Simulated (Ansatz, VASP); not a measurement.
YLu2F3 in VASP and in Ansatz

```
CELL_PARAMETERS angstrom
5.27786 0.00000 0.00000
-2.63893 4.57076 0.00000
0.00000 0.00000 5.09092
ATOMIC_POSITIONS crystal
Y 0.00000 0.00000 0.00000
Lu 0.66667 0.33333 0.00000
Lu 0.66667 0.33333 0.50000
F 0.82842 0.17158 0.00000
F 0.82842 0.65684 0.00000
F 0.34316 0.17158 0.00000
```

Alike in both runs: task single point; functional PBE; k mesh 6 × 6 × 4; occupations gaussian, width 0.1 eV; no spin polarisation.

|  | VASP | Ansatz |
| --- | --- | --- |
| version | VASP 6.6.1 | Ansatz 0.2.0 |
| potentials or method | VASP PAW PBE potentials, release 64 (Y_sv, Lu, F) | scalar-relativistic, plane waves, PAW |
| plane-wave cutoff (eV) | 520 | 420 |
| valence electrons in the cell | 82 | 82 |

Ansatz gave:

```
gap on the k mesh at the Fermi level (eV) : none
rms of the force components (eV/Å)        : 5.796
```

Task: Estimate VASP's values.

Result: gap on the k mesh at the Fermi level (eV): none; rms of the force components (eV/Å): 8.215.

Atom by atom the forces differ by 2.419 eV/Å (rms over components). A gap of «none» marks a metal or a gap that the smearing closes. With one functional, cell and mesh, what is left measures potentials, basis and numerics.

Caveats: forces of over 1 eV/Å show positions far from the minimum, so gaps and moduli don't describe the material at rest. Spin-orbit coupling is left out, which matters for the levels of Lu.
